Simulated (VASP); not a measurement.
NiAl (CsCl type) is relaxed at rising pressure, each step from the one before. Symmetry mostly holds the structure type, and other phases were not tried. The mesh follows the cell, and a change of mesh leaves a small step in the series.

Given:

AlNi is modelled in the cubic space group Pm-3m (No. 221), the CsCl type structure, Pearson symbol cP2. Lattice parameters: a = 2.834 Å, b = 2.834 Å, c = 2.834 Å, α = 90.00°, β = 90.00°, γ = 90.00°. Al on 1b sees 8 Ni at 2.454 Å and 6 Al at 2.834 Å. Ni on 1a is coordinated by 8 Al at 2.454 Å and 6 Ni at 2.834 Å. (Neighbours: up to the widest gap in distance over summed covalent radii, below 1.35, at either atom.)

All values below come from LDA (Ceperley-Alder, Perdew-Zunger), VASP's LDA PAW potentials (set 64) (plane waves; VASP 6.6.1). Run with 500 eV cut-off, 13×13×13 Γ-centred mesh, first-order Methfessel-Paxton smearing of 0.10 eV, potentials Al Ni.

```
P (GPa)  V (Å³/atom)  H − H(0) (eV/atom)  space group  gap on the mesh (eV)    k-mesh
-------  -----------  ------------------  -----------  --------------------  --------
0              11.38               0.000        Pm-3m                  0.00  13×13×13
5              11.09               0.350        Pm-3m                  0.00  13×13×13
10             10.84               0.693        Pm-3m                  0.00  13×13×13
20               [?]                 [?]        Pm-3m                  0.00  13×13×13
30               [?]                 [?]        Pm-3m                  0.00  13×13×13
45              9.62               2.919        Pm-3m                  0.00  14×14×14
```

### Question
What belongs in the gaps?

### Answer

- 20, V (Å³/atom): 10.42
- 20, H − H(0) (eV/atom): 1.355
- 30, V (Å³/atom): 10.06
- 30, H − H(0) (eV/atom): 1.994

Pressures at which the relaxation failed are left out.

The compound is NiAl in the CsCl type structure. The run is not spin-polarised, so no magnetic state was tried. The electron count is odd and the run is not spin-polarised, which forces a metal.
